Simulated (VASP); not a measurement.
A run of VASP 6.6.1:

INCAR

```
  PREC = Accurate
  ENCUT = 520
  EDIFF = 1E-7
  ISMEAR = 0
  SIGMA = 0.1
  LREAL = False
  LASPH = True
  NELM = 100
  ALGO = Normal
  ISIF = 2
  LWAVE = False
  LCHARG = False
  GGA = PE
  NBANDS = 14
```

KPOINTS

```
regular mesh
0
Gamma
  6 6 6
```

POSCAR

```
TaSi
1.0
    3.1545746912      0.0000000000      0.0000000000
    0.0000000000      3.1545746912      0.0000000000
    0.0000000000      0.0000000000      3.1545746912
Ta Si
1 1
Direct
    0.5000000000      0.5000000000      0.5000000000
    0.0000000000      0.0000000000      0.0000000000
```

Potentials or basis: VASP PAW PBE potentials, release 64 (Ta_pv, Si).

Launch:

```bash
$ cat potpaw_PBE.64/Ta_pv/POTCAR potpaw_PBE.64/Si/POTCAR > POTCAR
$ mpirun -np 1 vasp_std > vasp.out
```

Hardware: 1 thread of Intel(R) Xeon(R) Platinum 8488C (Sapphire Rapids), on a shared host.

Task: How long does it take, and how much memory?

Result: Run time: 4 s on 1 thread of Intel(R) Xeon(R) Platinum 8488C (Sapphire Rapids), on a shared host, peak memory 0.13 GiB. Counts: scf iterations 13, k points 20.
